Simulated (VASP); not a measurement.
Data:

```
CELL_PARAMETERS angstrom
      4.34278     0.00000     0.00000
     -2.17139     3.76096     0.00000
      0.00000     0.00000     8.33881
ATOMIC_POSITIONS crystal
  B  0.76788 0.60397 0.77505
  B  0.39603 0.16391 0.10838
  B  0.83609 0.23212 0.44172
  B  0.60397 0.76788 0.22495
  B  0.16391 0.39603 0.89162
  B  0.23212 0.83609 0.55828
  O  0.14723 0.54900 0.46167
  O  0.45100 0.59823 0.79500
  O  0.40177 0.85277 0.12833
  O  0.54900 0.14723 0.53833
  O  0.59823 0.45100 0.20500
  O  0.85277 0.40177 0.87167
  O  0.00000 0.84342 0.66667
  O  0.15658 0.15658 0.00000
  O  0.84342 0.00000 0.33333
```

Level of theory: r2SCAN meta-GGA, VASP's PBE PAW potentials (set 64) (plane waves; VASP). Run with LREAL = Auto, 520 eV cut-off, 7×7×3 Γ-centred mesh, tetrahedra with Blöchl corrections, potentials B O.

The path is coarsely sampled, so an indirect gap can come out somewhat too large.

### Question
Give the energies of bands 27 to 40 at the high-symmetry points, in eV from the valence-band maximum.

### Answer

```tsv
band	Γ	M	K	A	L	H
27	-1.16	-1.49	-1.67	-1.05	-1.47	-1.40
28	-1.07	-1.47	-1.01	-1.05	-1.27	-1.18
29	-1.07	-0.99	-1.01	-0.95	-0.81	-1.18
30	-0.81	-0.65	-0.95	-0.95	-0.76	-1.13
31	-0.73	-0.41	-0.40	-0.66	-0.71	-0.42
32	-0.73	-0.27	-0.38	-0.66	-0.35	-0.40
33	-0.48	-0.22	-0.38	-0.53	-0.23	-0.40
34	-0.48	-0.20	-0.12	-0.53	-0.13	-0.34
35	-0.31	-0.12	-0.11	-0.24	-0.05	-0.07
36	-0.29	-0.06	-0.11	-0.24	-0.05	-0.07
37	7.47	7.86	8.43	7.38	7.80	8.12
38	7.74	8.93	8.43	7.38	8.97	9.11
39	7.74	9.40	9.64	8.20	9.62	9.11
40	8.24	9.85	9.80	9.22	9.68	10.26
```

The gap is indirect, 7.38 eV, from the valence maximum at A-L at 0.80 to the conduction minimum at A.

The structure comes from a computed database's B2O3 entry (P3_121); how it stands against other phases isn't given here. It was relaxed first.
